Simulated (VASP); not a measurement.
# Sb2Pt (Geversite): Be into a neighbouring Pt vacancy

Wanted: the minimum-energy path in Sb2Pt (Geversite) for this move: Be into a neighbouring Pt vacancy. The start is a cell from a database of measured crystal structures.

Program: VASP 6.6.1. Level of theory: PBEsol; plane waves and PAW (Pt, Sb), in the first sound run; inputs show where later runs differ. Results are calculated unless marked as measured.

### Step 1. The host crystal

It takes space group Pa-3 (No. 205, cubic). Conventional cell: a = 6.442 Å, b = 6.442 Å, c = 6.442 Å, α = 90.00°, β = 90.00°, γ = 90.00°. Nearest to Pt lie 6 Sb at 2.67 Å. Nearest to Sb lie 3 Pt at 2.67 Å and 1 Sb at 2.78 Å. Farther neighbours are not listed.

### Step 2. Relax the host

The later steps need the crystal at this functional's own lattice; a raised cutoff keeps the stress reliable while the cell changes.

INCAR

```
SYSTEM = Sb2Pt
PREC = Normal
ENCUT = 350
EDIFF = 1E-05
NELM = 120
ISMEAR = 0
SIGMA = 0.1
LREAL = Auto
ALGO = Fast
GGA = PS
NBANDS = 52
LASPH = .TRUE.
LORBIT = 11
LWAVE = .FALSE.
LCHARG = .FALSE.
KPAR = 3
IBRION = 2
NSW = 40
ISIF = 3
EDIFFG = -0.03
POTIM = 0.4
```

POSCAR

```
Sb2Pt
1.0
    6.4423000000      0.0000000000      0.0000000000
    0.0000000000      6.4423000000      0.0000000000
    0.0000000000      0.0000000000      6.4423000000
Pt Sb
4 8
Direct
    0.0000000000      0.5000000000      0.5000000000
    0.5000000000      0.5000000000      0.0000000000
    0.5000000000      0.0000000000      0.5000000000
    0.0000000000      0.0000000000      0.0000000000
    0.3753000000      0.1247000000      0.8753000000
    0.1247000000      0.8753000000      0.3753000000
    0.8753000000      0.3753000000      0.1247000000
    0.6247000000      0.6247000000      0.6247000000
    0.6247000000      0.8753000000      0.1247000000
    0.8753000000      0.1247000000      0.6247000000
    0.1247000000      0.6247000000      0.8753000000
    0.3753000000      0.3753000000      0.3753000000
```

KPOINTS

```
Automatic mesh
0
Gamma
3 3 3
0 0 0
```

The projector-augmented-wave data sets are Pt and Sb (PBE family, release 64).

Command:

```
$ mpirun -np 3 vasp_std
```

Log:

```text
[banner, memory and clock lines left out]
running    3 mpi-ranks, on    1 nodes
 distrk:  each k-point on    1 cores,    3 groups
 distr:  one band on    1 cores,    1 groups

 POSCAR found type information on POSCAR PtSb
 POSCAR found :  2 types and      12 ions
|                                                                             |
|               ----> ADVICE to this user running VASP <----                  |
|                                                                             |
|     You enforced a specific xc type in the INCAR file but a different       |
|     [... a line on the potential file left out ...]
|     I HOPE YOU KNOW WHAT YOU ARE DOING!                                     |
|                                                                             |

 LDA part: xc-table for (Slater+PW92), standard interpolation
 POSCAR, INCAR and KPOINTS ok, starting setup
 FFT: planning ... GRIDC
 FFT: planning ... GRID_SOFT
 FFT: planning ... GRID
 WAVECAR not read
 entering main loop
       N       E                     dE             d eps       ncg     rms          rms(c)
DAV:   1     0.381155478091E+03    0.38116E+03   -0.24474E+04   416   0.949E+02
DAV:   2    -0.471604346710E+02   -0.42832E+03   -0.40897E+03   500   0.209E+02
DAV:   3    -0.721597157826E+02   -0.24999E+02   -0.24281E+02   480   0.548E+01
DAV:   4    -0.726842789011E+02   -0.52456E+00   -0.51878E+00   496   0.816E+00
DAV:   5    -0.726969270425E+02   -0.12648E-01   -0.12585E-01   480   0.131E+00    0.182E+01
RMM:   6    -0.708299168627E+02    0.18670E+01   -0.11044E+01   416   0.119E+01    0.750E+00
RMM:   7    -0.703199292056E+02    0.50999E+00   -0.12036E+00   416   0.412E+00    0.454E+00
RMM:   8    -0.702050649974E+02    0.11486E+00   -0.26457E-01   416   0.184E+00    0.732E-01
RMM:   9    -0.702004299419E+02    0.46351E-02   -0.58020E-02   417   0.926E-01    0.340E-01
RMM:  10    -0.702015698446E+02   -0.11399E-02   -0.12322E-02   417   0.466E-01    0.171E-01
RMM:  11    -0.702011590839E+02    0.41076E-03   -0.64426E-03   416   0.289E-01    0.701E-02
RMM:  12    -0.702011515534E+02    0.75305E-05   -0.15077E-03   417   0.153E-01    0.450E-02
RMM:  13    -0.702011298494E+02    0.21704E-04   -0.41185E-04   417   0.733E-02    0.711E-03
RMM:  14    -0.702011405330E+02   -0.10684E-04   -0.12751E-04   411   0.354E-02    0.701E-03
RMM:  15    -0.702011419601E+02   -0.14272E-05   -0.13796E-05   254   0.132E-02
   1 F= -.70201142E+02 E0= -.70190146E+02  d E =-.702011E+02
 curvature:   0.00 expect dE= 0.000E+00 dE for cont linesearch  0.000E+00
 trial: gam= 0.00000 g(F)=  0.374E-02 g(S)=  0.289E-01 ort = 0.000E+00 (trialstep = 0.100E+01)
 search vector abs. value=  0.326E-01
 bond charge predicted
       N       E                     dE             d eps       ncg     rms          rms(c)
DAV:   1    -0.703855302016E+02   -0.18439E+00   -0.27257E+00   448   0.847E+00    0.277E+00
RMM:   2    -0.702320242842E+02    0.15351E+00   -0.84364E-01   416   0.339E+00    0.115E+00
RMM:   3    -0.702067713846E+02    0.25253E-01   -0.69419E-02   416   0.103E+00    0.421E-01
RMM:   4    -0.702027861000E+02    0.39853E-02   -0.16129E-02   417   0.357E-01    0.121E-01
RMM:   5    -0.702029310409E+02   -0.14494E-03   -0.22290E-03   416   0.159E-01    0.126E-01
RMM:   6    -0.702029231295E+02    0.79114E-05   -0.38509E-04   416   0.737E-02    0.633E-02
RMM:   7    -0.702029165442E+02    0.65853E-05   -0.12970E-04   416   0.365E-02    0.154E-02
RMM:   8    -0.702029173654E+02   -0.82116E-06   -0.26012E-05   270   0.170E-02
   2 F= -.70202917E+02 E0= -.70192063E+02  d E =-.177541E-02
[...]
3 F= -.70209893E+02 E0= -.70198947E+02  d E =-.875138E-02
[...]
4 F= -.70209894E+02 E0= -.70198951E+02  d E =-.875188E-02
 curvature:  -0.30 expect dE=-0.733E-03 dE for cont linesearch -0.255E-06
 trial: gam= 0.08047 g(F)=  0.214E-02 g(S)=  0.311E-03 ort =-0.167E-03 (trialstep = 0.907E+00)
 search vector abs. value=  0.264E-02
 bond charge predicted
       N       E                     dE             d eps       ncg     rms          rms(c)
DAV:   1    -0.702113143247E+02   -0.14174E-02   -0.26020E-02   416   0.596E-01    0.746E-02
RMM:   2    -0.702113526240E+02   -0.38299E-04   -0.14953E-03   416   0.139E-01    0.419E-02
RMM:   3    -0.702113514147E+02    0.12093E-05   -0.15488E-04   415   0.492E-02    0.228E-02
RMM:   4    -0.702113514684E+02   -0.53703E-07   -0.29590E-05   290   0.190E-02
   5 F= -.70211351E+02 E0= -.70200430E+02  d E =-.145763E-02
 trial-energy change:   -0.001458  1 .order   -0.001439   -0.002215   -0.000662
 step:   1.2933(harm=  1.2933)  dis= 0.00266  next Energy=   -70.211474 (dE=-0.158E-02)
 reached required accuracy - stopping structural energy minimisation
```

Run time: 37 s. Hardware: 3 MPI ranks of AMD EPYC 7R43, shared host; peak memory 0.46 GiB; 1.8 min of CPU time.

The logs omit lines about the potential files and the build; timing stands in the text.

Parts of OUTCAR (step 2):

```text
ion  position               nearest neighbor table
   1  0.000  0.500  0.500-   6 2.67   7 2.67   8 2.67  10 2.67  11 2.67  12 2.67
   2  0.500  0.500  0.000-   5 2.67   7 2.67   8 2.67   9 2.67  11 2.67  12 2.67
   3  0.500  0.000  0.500-   5 2.67   6 2.67   8 2.67   9 2.67  10 2.67  12 2.67
   4  0.000  0.000  0.000-   5 2.67   6 2.67   7 2.67   9 2.67  10 2.67  11 2.67
   5  0.375  0.125  0.875-   2 2.67   3 2.67   4 2.67   9 2.78  10 3.60  11 3.60  12 3.60  12 3.60
                            11 3.60  10 3.60
   6  0.125  0.875  0.375-   1 2.67   3 2.67   4 2.67  10 2.78   9 3.60  11 3.60  12 3.60  11 3.60
                            12 3.60   9 3.60
   7  0.875  0.375  0.125-   1 2.67   2 2.67   4 2.67  11 2.78  10 3.60   9 3.60  12 3.60  10 3.60
                             9 3.60  12 3.60
   8  0.625  0.625  0.625-   1 2.67   2 2.67   3 2.67  12 2.78  10 3.60  11 3.60   9 3.60   9 3.60
                            10 3.60  11 3.60
   9  0.625  0.875  0.125-   2 2.67   3 2.67   4 2.67   5 2.78   6 3.60   7 3.60   8 3.60   8 3.60
                             7 3.60   6 3.60
  10  0.875  0.125  0.625-   1 2.67   3 2.67   4 2.67   6 2.78   5 3.60   7 3.60   8 3.60   7 3.60
                             8 3.60   5 3.60
  11  0.125  0.625  0.875-   1 2.67   2 2.67   4 2.67   7 2.78   6 3.60   5 3.60   8 3.60   6 3.60
                             5 3.60   8 3.60
  12  0.375  0.375  0.375-   1 2.67   2 2.67   3 2.67   8 2.78   6 3.60   7 3.60   5 3.60   5 3.60
                             6 3.60   7 3.60

  LATTYP: Found a simple cubic cell.
 ALAT       =     6.4423000000

 Subroutine GETGRP returns: Found 24 space group operations
 (whereof  6 operations were pure point group operations)

The static configuration has the point symmetry S_6 .
 The point group associated with its full space group is T_h .

 Found      4 irreducible k-points:

   k-points           NKPTS =      4   k-points in BZ     NKDIM =      4   number of bands    NBANDS=     52

   dimension x,y,z NGX =    30 NGY =   30 NGZ =   30
   dimension x,y,z NGXF=    60 NGYF=   60 NGZF=   60

   ENCUT  =  350.0 eV  25.72 Ry    5.07 a.u.   9.83  9.83  9.83*2*pi/ulx,y,z

   NELECT =      80.0000    total number of electrons

 k-points in reciprocal lattice and weights: Automatic mesh
   0.00000000  0.00000000  0.00000000       0.037
   0.33333333  0.00000000  0.00000000       0.222
   0.33333333  0.33333333  0.00000000       0.444
   0.33333333  0.33333333  0.33333333       0.296

 average (electrostatic) potential at core
       1 -65.3411       2 -65.3411       3 -65.3411       4 -65.3411       5 -83.4684
       6 -83.4684       7 -83.4684       8 -83.4684       9 -83.4684      10 -83.4684
      11 -83.4684      12 -83.4684

 E-fermi :   9.1316

 k-point     1 :       0.0000    0.0000    0.0000
  band No.  band energies     occupation
    ...
     39       8.5275      2.00000
     40       8.5275      2.00000
     41       9.0538      1.72850
     42       9.0538      1.72850
     43       9.0538      1.72850
     44       9.9411      0.00000
     45      12.3037      0.00000
     46      12.3037      0.00000
     47      12.3037      0.00000
     48      13.4470      0.00000
    ...

 k-point     2 :       0.3333    0.0000    0.0000
  band No.  band energies     occupation
    ...
     36       7.1902      2.00000
     37       7.8330      2.00000
     38       7.9286      2.00000
     39       8.3165      2.00000
     40       8.7945      2.00000
     41       9.4730      0.00000
     42       9.5029      0.00000
     43       9.7220      0.00000
     44      10.5569      0.00000
     45      11.4655      0.00000
    ...

 k-point     3 :       0.3333    0.3333    0.0000
  band No.  band energies     occupation
    ...
     36       7.7382      2.00000
     37       7.7793      2.00000
     38       8.0202      2.00000
     39       8.3196      2.00000
     40       9.0760      1.56787
     41       9.8756      0.00000
     42       9.9313      0.00000
     43      10.4002      0.00000
     44      10.7329      0.00000
     45      10.9808      0.00000
    ...

  Total       -0.1659639     -0.1659639     -0.1659639      0.0000000      0.0000000      0.0000000
  in kB       -0.9860224     -0.9860224     -0.9860224      0.0000000      0.0000000      0.0000000
  external PRESSURE =      -0.9860224 kB  Pullay stress =       0.0000000 kB

  energy-cutoff  :      350.00
  volume of cell :      269.67
      direct lattice vectors                 reciprocal lattice vectors
     6.460693951 -0.000000000 -0.000000000     0.154782134 -0.000000000  0.000000000
     0.000000000  6.460693951  0.000000000     0.000000000  0.154782134  0.000000000
    -0.000000000 -0.000000000  6.460693951     0.000000000 -0.000000000  0.154782134

 POSITION                                       TOTAL-FORCE (eV/Angst)
 -----------------------------------------------------------------------------------
      0.00000      3.23035      3.23035        -0.000000     -0.000000     -0.000000
      3.23035      3.23035     -0.00000        -0.000000     -0.000000     -0.000000
      3.23035      6.46069      3.23035        -0.000000     -0.000000     -0.000000
      0.00000      6.46069      0.00000        -0.000000     -0.000000     -0.000000
      2.42152      0.80883      5.65186        -0.013489      0.013489     -0.013489
      0.80883      5.65186      2.42152         0.013489     -0.013489     -0.013489
      5.65186      2.42152      0.80883        -0.013489     -0.013489      0.013489
      4.03918      4.03918      4.03918         0.013489      0.013489      0.013489
      4.03918      5.65186      0.80883         0.013489     -0.013489      0.013489
      5.65186      0.80883      4.03918        -0.013489      0.013489      0.013489
      0.80883      4.03918      5.65186         0.013489      0.013489     -0.013489
      2.42152      2.42152      2.42152        -0.013489     -0.013489     -0.013489
 -----------------------------------------------------------------------------------
    total drift:                               -0.000000      0.000000     -0.000000

  FREE ENERGIE OF THE ION-ELECTRON SYSTEM (eV)
  ---------------------------------------------------
  free  energy   TOTEN  =       -70.2113514684 eV

  energy  without entropy=      -70.1895085270  energy(sigma->0) =      -70.20043000

 reached required accuracy - stopping structural energy minimisation

 total charge
# of ion       s       p       d       tot
------------------------------------------
    1        0.685   0.690   8.077   9.453
    2        0.685   0.690   8.077   9.453
    3        0.685   0.690   8.077   9.453
    4        0.685   0.690   8.077   9.453
    5        1.146   1.217   0.062   2.425
    6        1.146   1.217   0.062   2.425
    7        1.146   1.217   0.062   2.425
    8        1.146   1.217   0.062   2.425
    9        1.146   1.217   0.062   2.425
   10        1.146   1.217   0.062   2.425
   11        1.146   1.217   0.062   2.425
   12        1.146   1.217   0.062   2.425
--------------------------------------------------
tot         11.905  12.500  32.807  57.211

[... 1 further part left out ...]
```

The k-mesh is coarse for a metal. The PAW data sets were made with PBE, which is usual practice but a small mismatch for other functionals. The run keeps the 24 symmetry operations of its start, so it cannot find a distortion of lower symmetry.

Step by step:

```csv
step,energy less that of the first step (eV),largest force (eV/Å),pressure (GPa),volume (Å³)
1,0.0000,0.1100,1.04,267.38
2,-0.0018,0.0639,-0.97,271.86
3,-0.0088,0.0855,-0.07,269.68
4,-0.0088,0.0834,-0.11,269.77
5,-0.0102,0.0234,-0.10,269.67
```

```csv
"conventional cell, symmetrised",before,after,change
a (Å),6.442,6.461,+0.3 %
b (Å),6.442,6.461,+0.3 %
c (Å),6.442,6.461,+0.3 %
volume (Å³/atom),22.28,22.47,+0.9 %
```

Final coordinates:

```
Pt Sb
1.0
     6.46069    0.00000    0.00000
     0.00000    6.46069    0.00000
     0.00000    0.00000    6.46069
Pt Sb
4 8
Direct
  0.00000 0.50000 0.50000
  0.50000 0.50000 0.00000
  0.50000 0.00000 0.50000
  0.00000 0.00000 0.00000
  0.37481 0.12519 0.87481
  0.12519 0.87481 0.37481
  0.87481 0.37481 0.12519
  0.62519 0.62519 0.62519
  0.62519 0.87481 0.12519
  0.87481 0.12519 0.62519
  0.12519 0.62519 0.87481
  0.37481 0.37481 0.37481
```

This step gave:

```
electronic cycles                               : 39
electrons                                       : 80
free energy (TOTEN)                             : -70.2114 eV
energy at zero smearing                         : -70.2004 eV
Fermi energy                                    : 9.132 eV
labelled metallic, from the levels on this mesh : yes
```

The run ended after 5 ionic steps, 0.010 eV below its first step, once forces and stress met EDIFFG = -0.03.

(Continued in part 2 of 4.)

[Lines on the potential files, build, host, timing and source positions are cut from VASP's logs without a mark.]

[Logs are printed without paths, hosts, clocks, repeated set-up lines and the standing remarks that a program may print on its own settings, such as how far it seeks lower states.]

[Hosts, paths, dates, database ids (printed as entryN), source tags and the programs' standing remarks are cut or masked in the printed files.]

[Runs that stopped without an error message from VASP are left out.]
